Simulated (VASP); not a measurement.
An input for Ansatz (written as the equivalent of a VASP run, and not itself run):

Ansatz 0.2 input:
```yaml
crystal:
  lattice:
    - [0.0000000, 1.7913431, 1.7913431]
    - [1.7913431, 0.0000000, 1.7913431]
    - [1.7913431, 1.7913431, 0.0000000]
  atoms:
    - { symbol: Cu, position: [0.0000000, 0.0000000, 0.0000000] }
kpoints:
  mp_grid: { grid: [17, 17, 17] }
hamiltonian:
  xc: r2scan
  pseudopotentials: { kind: paw }
scf:
  occupations: { method: methfessel_paxton, width: 0.1 }
  max_iter: 100
output: { forces: true, stress: true, eigenvalues: true }
```

Problem. Translate this input to VASP (INCAR, KPOINTS, POSCAR, choice of POTCAR).

Solution. This is not unique; one that fits is 
File KPOINTS:
```
K-points
0
Gamma
 17 17 17
```

**INCAR**
```
! general
SYSTEM  = Cu
PREC    = Accurate
ENCUT   = 520   ! plane-wave cut-off (eV)
LREAL   = F   ! projection in real space or not
LASPH   = T   ! aspherical one-centre terms

! electronic loop
EDIFF   = 1E-7   ! SCF stop (eV)
NELM    = 100
ALGO    = Normal
LMAXMIX = 4   ! l cut-off of mixed one-centre charges
LMIXTAU = T

! smearing
ISMEAR  = 1
SIGMA   = 0.1

! functional
METAGGA = R2SCAN

! ions
ISIF    = 2   ! forces and stress, cell fixed

! output
LWAVE   = F
LCHARG  = F
```

POSCAR:
```
Cu
1.0
  0.0000000000   1.7913431176   1.7913431176
  1.7913431176   0.0000000000   1.7913431176
  1.7913431176   1.7913431176   0.0000000000
Cu
1
Direct
  0.0000000000   0.0000000000   0.0000000000
```

POTCAR, in this order: Cu (PBE.64 set). Program: vasp_std.

What does not carry over: each code has its own PAW files, so the cut-off isn't converted (ENCUT is set for VASP's; basis.ecutwfc is left out, and Ansatz then takes the one that its files recommend); Ansatz stops its SCF on the density residual and VASP on the energy change (EDIFF).

The compound is Cu in the fcc structure. It was relaxed first.
